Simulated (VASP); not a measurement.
The system is SiGeO4.

```xyz
6
Lattice="0.0000 0.0000 2.7901 4.2799 0.0000 0.0000 0.0000 4.2799 0.0000" Properties=species:S:1:pos:R:3 pbc="T T T"
Si    2.1400    2.1400    1.3951
Ge    0.0000    0.0000    0.0000
O     2.9712    2.9712    0.0000
O     3.4486    0.8313    1.3951
O     1.3087    1.3087    0.0000
O     0.8313    3.4486    1.3951
```

The cell comes from a database or a generator and needn't be the stable form of this composition.

| Quantity | Value |
| --- | --- |
| Program | VASP 6.6.1 |
| Task | relaxation of cell and atoms |
| Functional | PBEsol |
| Potentials or basis | VASP PAW PBE potentials, release 64 (Si, Ge_d, O) |
| Cutoff | 600 eV |
| k mesh | 4 × 3 × 3 |
| Occupations | gaussian, width 0.02 eV |
| Spin | no spin polarisation |

At the start: pressure 4.3 GPa; volume 8.52 Å³/atom.

How do energy, volume and symmetry change on relaxing?

Over 11 steps the energy falls by 43.3 meV/atom and the volume is 8.61 Å³/atom (+1.1 %); space group Cmmm (No. 65, to 0.05 Å).

The path:
| step | energy change (eV) | largest force (eV/Å) | pressure (GPa) | volume (Å³) |
| --- | --- | --- | --- | --- |
| 1 | 0.0000 | 2.4916 | 4.33 | 51.11 |
| 2 | 0.1110 | 2.8028 | -3.28 | 52.83 |
| 3 | -0.2557 | 0.0442 | -1.44 | 51.87 |
| 4 | -0.2557 | 0.0671 | -1.28 | 51.85 |
| 5 | -0.2583 | 0.0328 | 1.38 | 51.40 |
| 6 | -0.2594 | 0.0211 | 0.48 | 51.56 |
| 7 | -0.2596 | 0.0329 | -0.17 | 51.68 |
| 8 | -0.2597 | 0.0189 | 0.04 | 51.65 |
| 9 | -0.2597 | 0.0215 | -0.05 | 51.65 |
| 10 | -0.2597 | 0.0196 | -0.05 | 51.65 |
| 11 | -0.2597 | 0.0051 | -0.04 | 51.66 |

Final structure:
```yaml
crystal:
  lattice:
    - [0.00000, 0.00000, 2.78625]
    - [4.30583, 0.02387, 0.00000]
    - [0.02387, 4.30583, 0.00000]
  atoms:
    - { symbol: Si, position: [0.50000, 0.50000, 0.50000] }
    - { symbol: Ge, position: [0.00000, 0.00000, 0.00000] }
    - { symbol: O, position: [0.00000, 0.68603, 0.68603] }
    - { symbol: O, position: [0.50000, 0.79671, 0.20329] }
    - { symbol: O, position: [0.00000, 0.31397, 0.31397] }
    - { symbol: O, position: [0.50000, 0.20329, 0.79671] }
```

Caveat: the k mesh is coarse (spacing up to 0.56 Å⁻¹), so the values aren't converged; the PAW data sets were made with another functional, which shifts forces and pressure a little.
